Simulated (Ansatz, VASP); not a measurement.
# Cross-check of TiSi between VASP and Ansatz, part 2 of 2

One calculation is typed for both programs; each brings its own data sets. How far apart do they land? The cell is generated by rule, not measured, and may not be a known phase. Of the first pair: The cell is taken from a series of runs on this material, whose earlier steps may have relaxed, scaled, displaced or heated it; both programs get it as it stands.

VASP 6.6.1 and Ansatz 0.2.0.

So far: Starting point; VASP: relaxation of cell and atoms, LDA, pair 1; Ansatz: relaxation of cell and atoms, LDA, pair 1; Side by side.

### 5. VASP: relaxation of cell and atoms, LDA, pair 2

Level of this step: LDA; plane waves and PAW (Ti_sv, Si); invented cell (VASP).

The relaxed volume is the usual yardstick between codes: in a stiff, nearly cubic crystal its relative difference is about their pressure difference at one cell divided by the bulk modulus. This pair takes another cell of the material, with 4 atoms against 2 for the pair before.

File INCAR:

```
SYSTEM = TiSi
PREC = Accurate
ENCUT = 500
EDIFF = 1E-07
NELM = 120
ISMEAR = 0
SIGMA = 0.1
LREAL = .FALSE.
ALGO = Normal
GGA = CA
NBANDS = 22
LASPH = .TRUE.
LORBIT = 11
LWAVE = .FALSE.
LCHARG = .FALSE.
ISIF = 3
IBRION = 2
NSW = 80
EDIFFG = -0.005
GGA_COMPAT = .FALSE.
NELMIN = 4
KPAR = 2
```

File POSCAR:

```
TiSi
1.0
    4.3039100000      0.0000000000      0.0000000000
   -2.1519550000      3.7272960000      0.0000000000
    0.0000000000      0.0000000000      4.8615050000
Ti Si
2 2
Direct
    0.3333333333      0.6666666667      0.9375000129
    0.6666666667      0.3333333333      0.4374999100
    0.3333333333      0.6666666667      0.4374999100
    0.6666666667      0.3333333333      0.9375000129
```

File KPOINTS:

```
Automatic mesh
0
Gamma
12 12 8
0 0 0
```

PAW data sets: Ti_sv and Si (LDA family, release 64).

Run with:

```bash
> mpirun -np 2 vasp_std
```

Numbers of over 12 decimals in the logs are rounded to 6 here.

What it wrote:

```text
[banner, memory and clock lines left out]
running    2 mpi-ranks, on    1 nodes
[...]
LDA part: xc-table for (Slater(with rela. corr.)+CA(PZ))
 , standard interpolation
 POSCAR, INCAR and KPOINTS ok, starting setup
[...]
entering main loop
       N       E                     dE             d eps       ncg     rms          rms(c)
DAV:   1     0.323020710767E+03    0.32302E+03   -0.15685E+04  4180   0.150E+03
DAV:   2     0.482114035927E+01   -0.31820E+03   -0.30927E+03  4204   0.446E+02
DAV:   3    -0.308416772597E+02   -0.35663E+02   -0.34607E+02  7628   0.125E+02
DAV:   4    -0.338581910317E+02   -0.30165E+01   -0.30013E+01  5996   0.335E+01
[...]
DAV:  12    -0.292681227897E+02    0.20389E-04   -0.19220E-04  5976   0.113E-01    0.822E-03
DAV:  13    -0.292681225319E+02    0.25779E-06   -0.43208E-06  6064   0.183E-02    0.320E-03
DAV:  14    -0.292681225804E+02   -0.48467E-07   -0.47125E-07  5226   0.513E-03
   1 F= -.29268123E+02 E0= -.29266232E+02  d E =-.292681E+02
[...]
DAV:   8    -0.292681343671E+02    0.29969E-07   -0.77963E-07  4466   0.474E-03
   2 F= -.29268134E+02 E0= -.29266242E+02  d E =-.117867E-04
 trial-energy change:   -0.000012  1 .order   -0.000018   -0.000327    0.000291
 step:   0.5143(harm=  0.5287)  dis= 0.00000  next Energy=   -29.268206 (dE=-0.832E-04)
[...]
N       E                     dE             d eps       ncg     rms          rms(c)
DAV:   1    -0.292692271815E+02   -0.10928E-02   -0.22867E-02  5850   0.178E+00    0.273E-01
DAV:   2    -0.292683533338E+02    0.87385E-03   -0.88917E-03  5944   0.854E-01    0.788E-02
DAV:   3    -0.292681943687E+02    0.15897E-03   -0.10034E-03  5340   0.224E-01    0.320E-02
DAV:   4    -0.292681892157E+02    0.51529E-05   -0.19143E-04  7134   0.880E-02    0.186E-02
DAV:   5    -0.292681950654E+02   -0.58497E-05   -0.85712E-06  4962   0.220E-02    0.125E-02
DAV:   6    -0.292682056915E+02   -0.10626E-04   -0.19802E-05  6418   0.198E-02    0.449E-03
DAV:   7    -0.292682065513E+02   -0.85971E-06   -0.29718E-06  6494   0.858E-03    0.125E-03
DAV:   8    -0.292682065436E+02    0.76707E-08   -0.19404E-07  4084   0.235E-03
   3 F= -.29268207E+02 E0= -.29266315E+02  d E =-.839632E-04
[...]
reached required accuracy - stopping structural energy minimisation
```

Parts of OUTCAR (step 5):

```text
  Total        0.0096592      0.0096592     -0.0117742     -0.0000000     -0.0000000     -0.0000000
  in kB        0.1981124      0.1981125     -0.2414910     -0.0000000     -0.0000000     -0.0000000
  external PRESSURE =       0.0515779 kB  Pullay stress =       0.0000000 kB

 POSITION                                       TOTAL-FORCE (eV/Angst)
 -----------------------------------------------------------------------------------
     -0.00000      2.48585      4.56156        -0.000000      0.000000     -0.000000
      2.15280      1.24292      2.12873         0.000000     -0.000000     -0.000000
     -0.00000      2.48585      2.12873         0.000000      0.000000      0.000000
      2.15280      1.24292      4.56156        -0.000000     -0.000000      0.000000
 -----------------------------------------------------------------------------------
    total drift:                               -0.000000      0.000000      0.000909

  FREE ENERGIE OF THE ION-ELECTRON SYSTEM (eV)
  ---------------------------------------------------
  free  energy   TOTEN  =       -29.2682065436 eV

  energy  without entropy=      -29.2644242592  energy(sigma->0) =      -29.26631540

[... 1 part as in an earlier step ...]

[... 3 further parts left out ...]
[key lines of the parts left out:]
E-fermi :   5.6751
```

The run keeps the 24 symmetry operations of its start, so it cannot find a distortion of lower symmetry.

### 6. Ansatz: relaxation of cell and atoms, LDA, pair 2

The same cell, functional (in two slightly different forms), mesh and smearing now go to Ansatz, which takes its cutoff from its data sets.

The cell is taken from a series of runs on this material, whose earlier steps may have relaxed, scaled, displaced or heated it; both programs get it as it stands.

File input.yaml:

```yaml
crystal:
  lattice:
    - [4.30391044, 0.0, 0.0]
    - [-2.15195522, 3.7272957767, 0.0]
    - [0.0, 0.0, 4.8615047799]
  atoms:
    - { symbol: Ti, position: [0.3333333333, 0.6666666667, -0.062500312] }
    - { symbol: Ti, position: [0.6666666667, 0.3333333333, 0.437499688] }
    - { symbol: Si, position: [0.3333333333, 0.6666666667, 0.437500312] }
    - { symbol: Si, position: [0.6666666667, 0.3333333333, 0.937500312] }
kpoints:
  mp_grid: { grid: [12, 12, 8] }
hamiltonian:
  xc: lda
scf:
  occupations: { method: gaussian, width: 0.1 }
output:
  forces: true
  stress: true
  eigenvalues: true
  write_density: true
  write_potential: true
  elf: true
  volumetric_format: npy
relax:
  adjacent_minimum: "off"
  f_tol: 0.005
  max_steps: 80
  cell: { stress_tol: 0.05 }
```

Run with:

```bash
> ansatz run input.yaml --threads 4 --pin off --max-ram 7168MiB --backend cpu --events-out ev --progress --plain --runs-dir out
```

What it wrote:

```text
[...]
--- Relaxed structure (1 steps of the walk, 1 accepted, 1 SCFs on fresh bases) ---
[...]
cell:  # Å, volume = 77.9880 Å³
    - [4.303910, 0.0, 0.0]
    - [-2.151955, 3.727296, 0.0]
    - [0.0, 0.0, 4.8615047799]
  atoms:
    - { symbol: Ti, position: [0.333333, 0.666667, -0.062500] }
    - { symbol: Ti, position: [0.666667, 0.333333, 0.437500] }
    - { symbol: Si, position: [0.333333, 0.666667, 0.437500] }
    - { symbol: Si, position: [0.666667, 0.333333, 0.9375] }
[key lines of the parts left out:]
SCF converged after 6 iterations
Free energy (F): -6118.162665 eV
Fermi energy:    8.031142 eV
P = ⅓ Tr σ = 0.0397 GPa (0.397 kbar)
```

### 7. Side by side

Both answers:

| quantity | Ansatz | VASP | difference |
| --- | --- | --- | --- |
| volume (Å³) | 77.99 | 78.12 | -0.16 % |
| edge a after relaxation, in the typed setting (Å) | 4.304 | 4.306 | -0.04 % |
| edge c after relaxation, in the typed setting (Å) | 4.862 | 4.866 | -0.09 % |

### 8. VASP: relaxation of cell and atoms, LDA, pair 3

The relaxed volume is the usual yardstick between codes: in a stiff, nearly cubic crystal its relative difference is about their pressure difference at one cell divided by the bulk modulus. Its start cell is another than that of the pair before, and may be another structure of the material.

INCAR is that of step 5.

File POSCAR:

```
TiSi
1.0
    4.3040380771      0.0000000000      0.0000000000
   -2.1520190386      3.7274054309      0.0000000000
    0.0000000000      0.0000000000      4.8652397750
Ti Si
2 2
Direct
    0.3333334315      0.6666668629      0.9375000944
    0.6666667157      0.3333334315      0.4375000944
    0.3333334315      0.6666668629      0.4374999056
    0.6666667157      0.3333334315      0.9374999056
```

File KPOINTS:

```
Automatic mesh
0
Gamma
12 12 6
0 0 0
```

Run with:

```bash
> mpirun -np 2 vasp_std
```

What it wrote:

```text
[... set-up lines as in an earlier step ...]
 entering main loop
       N       E                     dE             d eps       ncg     rms          rms(c)
DAV:   1     0.325152628037E+03    0.32515E+03   -0.15694E+04  3352   0.150E+03
DAV:   2     0.442971044701E+01   -0.32072E+03   -0.31157E+03  3374   0.447E+02
DAV:   3    -0.308750410169E+02   -0.35305E+02   -0.34436E+02  6116   0.125E+02
DAV:   4    -0.338679233279E+02   -0.29929E+01   -0.29772E+01  4890   0.332E+01
[...]
DAV:  12    -0.292685929118E+02    0.18508E-04   -0.18522E-04  4968   0.112E-01    0.841E-03
DAV:  13    -0.292685926617E+02    0.25002E-06   -0.42596E-06  4822   0.184E-02    0.306E-03
DAV:  14    -0.292685927167E+02   -0.54930E-07   -0.50577E-07  4080   0.514E-03
   1 F= -.29268593E+02 E0= -.29266355E+02  d E =-.292686E+02
[...]
N       E                     dE             d eps       ncg     rms          rms(c)
DAV:   1    -0.292691181708E+02   -0.52551E-03   -0.12454E-02  4160   0.133E+00    0.177E-01
[...]
DAV:   5    -0.292686048381E+02   -0.58597E-05   -0.12453E-05  4028   0.318E-02    0.360E-03
DAV:   6    -0.292686053974E+02   -0.55929E-06   -0.69948E-06  5392   0.142E-02    0.356E-03
DAV:   7    -0.292686054108E+02   -0.13441E-07   -0.77068E-07  3854   0.756E-03
   2 F= -.29268605E+02 E0= -.29266362E+02  d E =-.126942E-04
 trial-energy change:   -0.000013  1 .order   -0.000011   -0.000054    0.000031
 step:   0.6544(harm=  0.6345)  dis= 0.00000  next Energy=   -29.268611 (dE=-0.180E-04)
[...]
N       E                     dE             d eps       ncg     rms          rms(c)
DAV:   1    -0.292686713930E+02   -0.65996E-04   -0.14892E-03  4094   0.459E-01    0.614E-02
DAV:   2    -0.292686174706E+02    0.53922E-04   -0.39248E-04  4226   0.194E-01    0.197E-02
DAV:   3    -0.292686098039E+02    0.76667E-05   -0.37141E-05  4898   0.417E-02    0.764E-03
DAV:   4    -0.292686091419E+02    0.66198E-06   -0.98867E-06  5460   0.195E-02    0.466E-03
DAV:   5    -0.292686098181E+02   -0.67621E-06   -0.14622E-06  3944   0.109E-02    0.122E-03
DAV:   6    -0.292686098746E+02   -0.56435E-07   -0.82509E-07  5366   0.486E-03
   3 F= -.29268610E+02 E0= -.29266368E+02  d E =-.171579E-04
[...]
reached required accuracy - stopping structural energy minimisation
```

OUTCAR, selected parts (step 8):

```text
  Total       -0.0025315     -0.0025315     -0.0061754      0.0000000     -0.0000000      0.0000000
  in kB       -0.0519290     -0.0519290     -0.1266800      0.0000000     -0.0000000      0.0000000
  external PRESSURE =      -0.0768460 kB  Pullay stress =       0.0000000 kB

 POSITION                                       TOTAL-FORCE (eV/Angst)
 -----------------------------------------------------------------------------------
      0.00000      2.48585      4.56078         0.000000      0.000000      0.000000
      2.15281      1.24293      2.12837        -0.000000     -0.000000     -0.000000
      0.00000      2.48585      2.12837         0.000000      0.000000     -0.000000
      2.15281      1.24293      4.56078        -0.000000      0.000000      0.000000
 -----------------------------------------------------------------------------------
    total drift:                                0.000001     -0.000887      0.000225

  FREE ENERGIE OF THE ION-ELECTRON SYSTEM (eV)
  ---------------------------------------------------
  free  energy   TOTEN  =       -29.2686098746 eV

  energy  without entropy=      -29.2641271210  energy(sigma->0) =      -29.26636850

[... 1 part as in an earlier step ...]

[... 3 further parts left out ...]
[key lines of the parts left out:]
E-fermi :   5.6664
```

### 9. Ansatz: relaxation of cell and atoms, LDA, pair 3

Its own start cell and the same functional (in two slightly different forms), mesh and smearing now go to Ansatz, which takes its cutoff from its data sets.

The two relaxations start from unlike cells of this crystal, so only their ends are compared.

input.yaml, the sections that differ from step 6:

```yaml
crystal:
  lattice:
    - [3.92196, 0.0, 0.0]
    - [-1.96098, 3.39652, 0.0]
    - [0.0, 0.0, 6.40456]
  atoms:
    - { symbol: Ti, position: [0.333333, 0.666667, 0.0] }
    - { symbol: Ti, position: [0.666667, 0.333333, 0.5] }
    - { symbol: Si, position: [0.333333, 0.666667, 0.375] }
    - { symbol: Si, position: [0.666667, 0.333333, 0.875] }
kpoints:
  mp_grid: { grid: [12, 12, 6] }
# hamiltonian, scf, output, relax: as in step 6
```

Run with:

```bash
> ansatz run input.yaml --threads 4 --pin off --max-ram 7168MiB --backend cpu --events-out ev --progress --plain --runs-dir out
```

What it wrote:

```text
[...]
Crystal: 4 atoms, lattice volume = 85.315 Å³
Basis set: ecut = 420 eV, 1713 PW (Γ)
Bands: 20, of which v1, the nominal top of the filled ones, is band 16 counted from 1 (15 counted from 0)
Symmetry: 12 space group operations
[...]
k-points: 76 of 864 (time reversal used)
[...]
cell:  # Å, volume = 77.9880 Å³
    - [4.303910, 0, 0]
    - [-2.151955, 3.727296, -9.021456721005874e-18]
    - [0, -1.7011083825922343e-17, 4.861505]
  atoms:
    - { symbol: Ti, position: [0.333333, 0.666667, -0.062500] }
    - { symbol: Ti, position: [0.666667, 0.333333, 0.437500] }
    - { symbol: Si, position: [0.333333, 0.666667, 0.437500] }
    - { symbol: Si, position: [0.666667, 0.333333, 0.937500] }
[key lines of the parts left out:]
SCF converged after 8 iterations
Free energy (F): -6118.163007 eV
Fermi energy:    8.021075 eV
P = ⅓ Tr σ = 0.0085 GPa (0.085 kbar)
```

### 10. Comparison

Compared:

| quantity | Ansatz | VASP | difference |
| --- | --- | --- | --- |
| volume (Å³) | 77.99 | 78.10 | -0.15 % |
| edge a after relaxation, in the typed setting (Å) | 4.304 | 4.306 | -0.04 % |
| edge c after relaxation, in the typed setting (Å) | 4.862 | 4.865 | -0.07 % |

### 11. Summary of results

```json
{
 "difference in volume (relaxation of cell and atoms, LDA, pair 1)": "-0.15 %",
 "difference in volume (relaxation of cell and atoms, LDA, pair 2)": "-0.16 %",
 "difference in volume (relaxation of cell and atoms, LDA, pair 3)": "-0.15 %"
}
```

What this shows: The difference in volume is -0.16 % (relaxation of cell and atoms, LDA, pair 2), within the 1.2 % picked in this series as the mark of a large difference, as far as the stopping tolerances let one tell. VASP runs on this material, other cells of it included, that failed, so that no pair exists: relaxation of cell and atoms, LDA (timeout). 1 further run of this series is not shown here. Such differences can come from data sets, numerical settings and the points named under the comparisons, not from the functional's error against experiment.

[Lines on the potential files, build, host, timing and source positions are cut from VASP's logs without a mark.]

[Logs are printed without paths, hosts, clocks, repeated set-up lines and the standing remarks that a program may print on its own settings, such as how far it seeks lower states.]

[Hosts, paths, dates, database ids (printed as entryN), source tags and the programs' standing remarks are cut or masked in the printed files.]
